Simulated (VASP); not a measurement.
An input for Quantum ESPRESSO's pw.x (written as the equivalent of a VASP run, and not itself run):

```
&CONTROL
  calculation = 'scf'
  pseudo_dir = './pseudo'
  outdir = './out'
  tprnfor = .true.
  tstress = .true.
/
&SYSTEM
  ibrav = 0
  nat = 3
  ntyp = 2
  ecutwfc = 86
  occupations = 'smearing'
  smearing = 'fermi-dirac'
  degauss = 0.00735
  input_dft = 'pbe'
/
&ELECTRONS
  conv_thr = 7.3e-08
  electron_maxstep = 100
/
ATOMIC_SPECIES
  Ge 72.630 Ge.upf
  Se 78.971 Se.upf
CELL_PARAMETERS angstrom
     1.7996550    1.0390310    5.4560520
    -1.7996550    1.0390310    5.4560520
     0.0000000   -2.0780630    5.4560520
ATOMIC_POSITIONS crystal
  Ge   0.0000000  0.0000000  0.0000000
  Se   0.2520000  0.2520000  0.2520000
  Se   0.7480000  0.7480000  0.7480000
K_POINTS automatic
  6 6 6 0 0 0
```

Question: Write the VASP files for the same calculation (PBE).

Answer: One answer among several that fit: 
INCAR:
```
LWAVE=.FALSE.
LREAL=.FALSE.
ISIF=2   # forces and stress, cell fixed
LASPH=.TRUE.   # aspherical one-centre terms
EDIFF=1E-6   # SCF stop (eV)
SYSTEM=GeSe2
ALGO=Normal
PREC=Accurate
ENCUT=300   # plane-wave cut-off (eV)
GGA=PE   # PBE
NELM=100   # most electronic steps
SIGMA=0.1
LMAXMIX=4
ISMEAR=-1   # Fermi-Dirac
LCHARG=.FALSE.
```

File KPOINTS:
```
kpoints
0
G
6 6 6
0 0 0
```

File POSCAR:
```
GeSe2
1
    1.7996550000     1.0390310000     5.4560520000
   -1.7996550000     1.0390310000     5.4560520000
    0.0000000000    -2.0780630000     5.4560520000
Ge Se
1 2
Direct
  0.0000000000   0.0000000000   0.0000000000
  0.2520000000   0.2520000000   0.2520000000
  0.7480000000   0.7480000000   0.7480000000
```

POTCAR, in this order: Ge_d Se (PBE.64 set). Program: vasp_std.

The two are equivalent in intent, not identical: the potentials are each code's own (VASP's PAW set, PseudoDojo norm-conserving files in pw.x), so ENCUT and ecutwfc are chosen apart and not converted; conv_thr bounds pw.x's estimated SCF error, while EDIFF bounds the energy change between steps.

The structure was generated: GeSe2 was put into an ordered model structure, which need not be its known phase. The cell was not relaxed at this level, and its volume differs by -5.9 % from the start's. The k-mesh is coarse (spacing up to 0.34 per Å, 2π included), so the numbers may not be converged in it.
